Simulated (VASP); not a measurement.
# Which face does Nb expose?, part 4 of 6

Aim: compare the low-index faces of Nb at one level of theory.

VASP 6.6.1; r2SCAN; plane waves and PAW (Nb_pv).

So far. Step 4 (Relaxing the slab, 7 atoms, face Nb(110)): The run ended after 11 ionic steps, 0.037 eV below its first step, once the forces on the free atoms met EDIFFG = -0.03. Step 5 (Potential and states of the slab, 7 atoms, face Nb(110)): The vacuum level lies 4.60 eV above the Fermi level at the upper face; both faces agree, as the slab has next to no dipole.

## 6. Surface relaxation, 9 atoms, face Nb(100)

System of this step: Nb(100). The cell holds 9 atoms: 9 Nb. Its edges and angles: a = 3.319 Å, b = 3.319 Å, c = 28.275 Å, α = 90.0°, β = 90.0°, γ = 90.0°. It derives from Nb. 9 layers of bcc Nb, cut at this functional's lattice. Vacuum lies along c.

INCAR reads:

```
SYSTEM = Nb
PREC = Normal
ENCUT = 320
EDIFF = 1E-05
NELM = 120
ISMEAR = 1
SIGMA = 0.15
LREAL = .FALSE.
ALGO = Normal
METAGGA = R2SCAN
LASPH = .TRUE.
NBANDS = 61
LORBIT = 11
LWAVE = .FALSE.
LCHARG = .FALSE.
KPAR = 4
IBRION = 2
NSW = 40
ISIF = 2
EDIFFG = -0.03
POTIM = 0.4
MAXMIX = 40
```

POSCAR reads:

```
Nb
1.0
    3.3188419198      0.0000000000      0.0000000000
    0.0000000000      3.3188419198      0.0000000000
    0.0000000000      0.0000000000     28.2753676792
Nb
9
Direct
    0.0000000000      0.0000000000      0.2652485400
    0.5000000000      0.5000000000      0.3239364100
    0.0000000000      0.0000000000      0.3826242700
    0.5000000000      0.5000000000      0.4413121400
    0.0000000000      0.0000000000      0.5000000000
    0.5000000000      0.5000000000      0.5586878600
    0.0000000000      0.0000000000      0.6173757300
    0.5000000000      0.5000000000      0.6760635900
    0.0000000000      0.0000000000      0.7347514600
```

KPOINTS reads:

```
Automatic mesh
0
Gamma
9 9 1
0 0 0
```

PAW data sets: Nb_pv (PBE family, release 64).

Started as:

```console
$ mpirun -np 4 vasp_std
```

Log:

```text
[banner, memory and clock lines left out]
running    4 mpi-ranks, on    1 nodes
 distrk:  each k-point on    1 cores,    4 groups
 distr:  one band on    1 cores,    1 groups

 POSCAR found type information on POSCAR Nb
 POSCAR found :  1 types and       9 ions
 [... a notice as in an earlier step ...]

 LDA part: xc-table for (None), standard interpolation
 POSCAR, INCAR and KPOINTS ok, starting setup
 FFT: planning ... GRIDC
 FFT: planning ... GRID_SOFT
 FFT: planning ... GRID
 WAVECAR not read
 entering main loop
       N       E                     dE             d eps       ncg     rms          rms(c)
DAV:   1     0.878301019966E+03    0.87830E+03   -0.42471E+04  2334   0.115E+03
DAV:   2    -0.168009944245E+03   -0.10463E+04   -0.10200E+04  1909   0.652E+02
DAV:   3    -0.247351390340E+03   -0.79341E+02   -0.73885E+02  2908   0.140E+02
DAV:   4    -0.253779022620E+03   -0.64276E+01   -0.61493E+01  2748   0.408E+01
DAV:   5    -0.254173887478E+03   -0.39486E+00   -0.38477E+00  3132   0.879E+00    0.734E+01
DAV:   6    -0.294865311627E+03   -0.40691E+02   -0.36250E+02  2908   0.101E+02    0.360E+01
DAV:   7    -0.403048562719E+03   -0.10818E+03   -0.33551E+03  3055   0.147E+02    0.104E+02
DAV:   8    -0.382813974854E+03    0.20235E+02   -0.37295E+02  2759   0.104E+02    0.410E+01
DAV:   9    -0.231733218544E+03    0.15108E+03   -0.24767E+02  2980   0.733E+01    0.232E+01
DAV:  10    -0.224656123555E+03    0.70771E+01   -0.10599E+02  2940   0.448E+01    0.184E+01
DAV:  11    -0.223372108950E+03    0.12840E+01   -0.14055E+01  2940   0.175E+01    0.151E+01
DAV:  12    -0.221939982052E+03    0.14321E+01   -0.17262E+00  2860   0.585E+00    0.114E+01
DAV:  13    -0.221781147944E+03    0.15883E+00   -0.14418E-01  2676   0.220E+00    0.110E+01
DAV:  14    -0.221881342485E+03   -0.10019E+00   -0.12740E-02  2716   0.608E-01    0.111E+01
DAV:  15    -0.220101060020E+03    0.17803E+01   -0.10064E+00  2780   0.532E+00    0.855E+00
DAV:  16    -0.218863447591E+03    0.12376E+01   -0.21447E+00  2780   0.858E+00    0.375E+00
DAV:  17    -0.219088583082E+03   -0.22514E+00   -0.37166E-01  2532   0.392E+00    0.381E+00
DAV:  18    -0.218923487548E+03    0.16510E+00   -0.20276E-01  2812   0.301E+00    0.257E+00
DAV:  19    -0.218976944384E+03   -0.53457E-01   -0.77632E-02  2671   0.180E+00    0.226E+00
DAV:  20    -0.218911858062E+03    0.65086E-01   -0.11698E-01  2764   0.215E+00    0.175E+00
DAV:  21    -0.218914683307E+03   -0.28252E-02   -0.36733E-02  2575   0.115E+00    0.160E+00
DAV:  22    -0.218914932065E+03   -0.24876E-03   -0.83732E-03  3108   0.481E-01    0.158E+00
DAV:  23    -0.218913957275E+03    0.97479E-03   -0.28860E-03  2711   0.353E-01    0.127E+00
DAV:  24    -0.218914808286E+03   -0.85101E-03   -0.40852E-03  2708   0.404E-01    0.866E-01
DAV:  25    -0.218915936745E+03   -0.11285E-02   -0.15610E-03  2767   0.204E-01    0.764E-01
DAV:  26    -0.218915704314E+03    0.23243E-03   -0.17295E-04  2756   0.924E-02    0.690E-01
DAV:  27    -0.218915687192E+03    0.17122E-04   -0.26012E-04  2700   0.114E-01    0.524E-01
DAV:  28    -0.218914376856E+03    0.13103E-02   -0.10826E-03  2772   0.175E-01    0.360E-01
DAV:  29    -0.218913804209E+03    0.57265E-03   -0.15486E-03  2852   0.202E-01    0.220E-01
DAV:  30    -0.218913946519E+03   -0.14231E-03   -0.18363E-04  2436   0.816E-02    0.216E-01
DAV:  31    -0.218913926642E+03    0.19878E-04   -0.16952E-05  1676   0.210E-02    0.213E-01
DAV:  32    -0.218913889691E+03    0.36950E-04   -0.58065E-05  2084   0.347E-02    0.194E-01
DAV:  33    -0.218913870134E+03    0.19557E-04   -0.30046E-04  2820   0.113E-01    0.937E-02
DAV:  34    -0.218913865151E+03    0.49835E-05   -0.70916E-05  2124   0.646E-02
   1 F= -.21891387E+03 E0= -.21891508E+03  d E =-.218914E+03
 curvature:   0.00 expect dE= 0.000E+00 dE for cont linesearch  0.000E+00
 trial: gam= 0.00000 g(F)=  0.197E+00 g(S)=  0.000E+00 ort = 0.000E+00 (trialstep = 0.100E+01)
 search vector abs. value=  0.197E+00
 bond charge predicted
       N       E                     dE             d eps       ncg     rms          rms(c)
DAV:   1    -0.218607553860E+03    0.30632E+00   -0.27782E+01  2254   0.445E+01    0.253E+00
DAV:   2    -0.219368286957E+03   -0.76073E+00   -0.58531E+00  2367   0.134E+01    0.671E+00
DAV:   3    -0.219068210675E+03    0.30008E+00   -0.13776E+00  2671   0.891E+00    0.144E+00
DAV:   4    -0.219126072773E+03   -0.57862E-01   -0.46646E-01  2836   0.421E+00    0.315E+00
DAV:   5    -0.219091967501E+03    0.34105E-01   -0.36978E-01  2804   0.329E+00    0.130E+00
DAV:   6    -0.219079711524E+03    0.12256E-01   -0.38001E-02  2588   0.121E+00    0.113E+00
DAV:   7    -0.219080707552E+03   -0.99603E-03   -0.79060E-03  2692   0.604E-01    0.848E-01
DAV:   8    -0.219078010033E+03    0.26975E-02   -0.66303E-03  2740   0.631E-01    0.710E-01
DAV:   9    -0.219077453894E+03    0.55614E-03   -0.21818E-03  3060   0.309E-01    0.569E-01
DAV:  10    -0.219077021243E+03    0.43265E-03   -0.66772E-04  2930   0.237E-01    0.398E-01
DAV:  11    -0.219076878254E+03    0.14299E-03   -0.20206E-03  2900   0.355E-01    0.193E-01
DAV:  12    -0.219076518436E+03    0.35982E-03   -0.58245E-04  2740   0.188E-01    0.236E-01
DAV:  13    -0.219076411113E+03    0.10732E-03   -0.29411E-04  2484   0.944E-02    0.147E-01
DAV:  14    -0.219076400401E+03    0.10712E-04   -0.93439E-05  2156   0.442E-02    0.124E-01
DAV:  15    -0.219076387090E+03    0.13311E-04   -0.13931E-05  1565   0.225E-02    0.992E-02
DAV:  16    -0.219076328823E+03    0.58267E-04   -0.42916E-05  1932   0.334E-02    0.644E-02
DAV:  17    -0.219076296011E+03    0.32812E-04   -0.65198E-05  1980   0.355E-02    0.244E-02
DAV:  18    -0.219076274112E+03    0.21899E-04   -0.36164E-05  1925   0.397E-02    0.108E-02
DAV:  19    -0.219076276794E+03   -0.26815E-05   -0.66291E-06  1245   0.240E-02
   2 F= -.21907628E+03 E0= -.21907656E+03  d E =-.162412E+00
[... from here on, the cycles between the ionic steps are left out ...]
   3 F= -.21917804E+03 E0= -.21918000E+03  d E =-.264176E+00
   4 F= -.21917896E+03 E0= -.21918083E+03  d E =-.265095E+00
   5 F= -.21919838E+03 E0= -.21920002E+03  d E =-.194183E-01
   6 F= -.21920298E+03 E0= -.21920438E+03  d E =-.240159E-01
   7 F= -.21920313E+03 E0= -.21920456E+03  d E =-.241679E-01
   8 F= -.21920433E+03 E0= -.21920564E+03  d E =-.120456E-02
   9 F= -.21920490E+03 E0= -.21920604E+03  d E =-.177274E-02
  10 F= -.21920588E+03 E0= -.21920699E+03  d E =-.979384E-03
  11 F= -.21920802E+03 E0= -.21920905E+03  d E =-.311884E-02
  12 F= -.21920810E+03 E0= -.21920904E+03  d E =-.319979E-02
  13 F= -.21920878E+03 E0= -.21920976E+03  d E =-.387705E-02
 curvature:  -8.58 expect dE=-0.513E-02 dE for cont linesearch -0.327E-05
 trial: gam= 0.66582 g(F)=  0.597E-03 g(S)=  0.000E+00 ort = 0.238E-04 (trialstep = 0.293E+01)
 search vector abs. value=  0.129E-02
 bond charge predicted
       N       E                     dE             d eps       ncg     rms          rms(c)
DAV:   1    -0.219183486017E+03    0.25293E-01   -0.15929E+00  2238   0.105E+01    0.523E-01
DAV:   2    -0.219208268312E+03   -0.24782E-01   -0.24389E-01  1886   0.261E+00    0.631E-01
DAV:   3    -0.219207590709E+03    0.67760E-03   -0.12743E-02  2766   0.737E-01    0.282E-01
DAV:   4    -0.219209200382E+03   -0.16097E-02   -0.22906E-03  2558   0.237E-01    0.210E-01
DAV:   5    -0.219209227780E+03   -0.27398E-04   -0.41899E-04  2932   0.122E-01    0.124E-01
DAV:   6    -0.219209263597E+03   -0.35817E-04   -0.47935E-05  1876   0.507E-02    0.852E-02
DAV:   7    -0.219209205524E+03    0.58073E-04   -0.42714E-05  1525   0.330E-02    0.468E-02
DAV:   8    -0.219209242749E+03   -0.37225E-04   -0.25081E-05  1480   0.405E-02    0.304E-02
DAV:   9    -0.219209261467E+03   -0.18719E-04   -0.78517E-06  1317   0.233E-02    0.166E-02
DAV:  10    -0.219209265971E+03   -0.45039E-05   -0.99618E-06  1403   0.219E-02
  14 F= -.21920927E+03 E0= -.21921015E+03  d E =-.487646E-03
 trial-energy change:   -0.000488  1 .order   -0.000548   -0.001795    0.000698
 step:   2.0159(harm=  2.1075)  dis= 0.00774  next Energy=  -219.209377 (dE=-0.598E-03)
 reached required accuracy - stopping structural energy minimisation
```

Wall time 10 min (4 MPI ranks of AMD EPYC 9R45, shared host); peak memory 0.92 GiB; 40 min of CPU time.

OUTCAR, selected parts (step 6):

```text
   k-points           NKPTS =     15   k-points in BZ     NKDIM =     15   number of bands    NBANDS=     61

   ENCUT  =  320.0 eV  23.52 Ry    4.85 a.u.   4.84  4.84 41.24*2*pi/ulx,y,z

   NELECT =      99.0000    total number of electrons

 E-fermi :   1.0773

 k-point     1 :       0.0000    0.0000    0.0000
  band No.  band energies     occupation
    ...
     38      -1.6849      2.00000
     39      -1.4524      2.00000
     40      -1.1559      2.00000
     41      -0.1262      2.00000
     42       1.1076      0.66569
     43       1.2104     -0.01811
     44       1.2174     -0.03365
     45       1.2481     -0.06836
     46       1.3037     -0.05447
     47       1.3335     -0.03641
    ...

  Total       -1.7488284     -1.7488284     -0.3905241      0.0000000      0.0000000     -0.0000000
  in kB       -8.9965579     -8.9965579     -2.0089867      0.0000000      0.0000000     -0.0000000
  external PRESSURE =      -6.6673675 kB  Pullay stress =       0.0000000 kB

 POSITION                                       TOTAL-FORCE (eV/Angst)
 -----------------------------------------------------------------------------------
      3.31884      0.00000      7.67725         0.000000      0.000000      0.004716
      1.65942      1.65942      9.13298         0.000000      0.000000     -0.020907
      0.00000      3.31884     10.77388        -0.000000     -0.000000      0.029793
      1.65942      1.65942     12.51001         0.000000      0.000000     -0.024831
      3.31884      0.00000     14.13768        -0.000000      0.000000      0.000000
      1.65942      1.65942     15.76536        -0.000000      0.000000      0.024831
      3.31884      0.00000     17.50148        -0.000000     -0.000000     -0.029793
      1.65942      1.65942     19.14239        -0.000000      0.000000      0.020907
      3.31884      0.00000     20.59811         0.000000     -0.000000     -0.004716
 -----------------------------------------------------------------------------------
    total drift:                                0.000000      0.000000      0.000000

  FREE ENERGIE OF THE ION-ELECTRON SYSTEM (eV)
  ---------------------------------------------------
  free  energy   TOTEN  =      -219.2092659712 eV

  energy  without entropy=     -219.2119225756  energy(sigma->0) =     -219.21015151

[... 1 part as in an earlier step ...]

[... 15 further parts left out ...]
```

The run keeps the 16 symmetry operations of its start, so it cannot find a distortion of lower symmetry.

Step by step:

| step | energy less that of the first step (eV) | largest force (eV/Å) |
| --- | --- | --- |
| 1 | 0.0000 | 1.1257 |
| 2 | -0.1624 | 0.8173 |
| 3 | -0.2642 | 0.3388 |
| 4 | -0.2651 | 0.2872 |
| 5 | -0.2845 | 0.1501 |
| 6 | -0.2891 | 0.1047 |
| 7 | -0.2893 | 0.0794 |
| 8 | -0.2905 | 0.0475 |
| 9 | -0.2910 | 0.0755 |
| 10 | -0.2920 | 0.0657 |
| 11 | -0.2942 | 0.0399 |
| 12 | -0.2942 | 0.1017 |
| 13 | -0.2949 | 0.0653 |
| 14 | -0.2954 | 0.0298 |

The atoms that moved most (Å):

| atom | dx | dy | dz | length |
| --- | --- | --- | --- | --- |
| Nb1 | 0.000 | 0.000 | 0.177 | 0.177 |
| Nb9 | 0.000 | 0.000 | -0.177 | 0.177 |
| Nb3 | 0.000 | 0.000 | -0.045 | 0.045 |
| Nb7 | 0.000 | 0.000 | 0.045 | 0.045 |
| Nb6 | 0.000 | 0.000 | -0.032 | 0.032 |
| Nb4 | 0.000 | 0.000 | 0.032 | 0.032 |
| Nb2 | 0.000 | 0.000 | -0.026 | 0.026 |
| Nb8 | 0.000 | 0.000 | 0.026 | 0.026 |

The relaxed structure:

```xyz
9
Lattice="3.3188 0.0000 0.0000 0.0000 3.3188 0.0000 0.0000 0.0000 28.2754" Properties=species:S:1:pos:R:3
Nb    0.0000    0.0000    7.6773
Nb    1.6594    1.6594    9.1330
Nb    0.0000    0.0000   10.7739
Nb    1.6594    1.6594   12.5100
Nb    0.0000    0.0000   14.1377
Nb    1.6594    1.6594   15.7654
Nb    0.0000    0.0000   17.5015
Nb    1.6594    1.6594   19.1424
Nb    0.0000    0.0000   20.5981
```

This step gave:

```
electronic cycles       : 151
electrons               : 99
free energy (TOTEN)     : -219.2093 eV
energy at zero smearing : -219.2102 eV
Fermi energy            : 1.077 eV
```

The run ended after 14 ionic steps, 0.295 eV below its first step, once the forces on the free atoms met EDIFFG = -0.03.

(Part 4 of 6 ends here.)

[Lines on the potential files, build, host, timing and source positions are cut from VASP's logs without a mark.]

[Logs are printed without paths, hosts, clocks, repeated set-up lines and the standing remarks that a program may print on its own settings, such as how far it seeks lower states.]

[Hosts, paths, dates, database ids (printed as entryN), source tags and the programs' standing remarks are cut or masked in the printed files.]

[Runs that stopped without an error message from VASP are left out.]
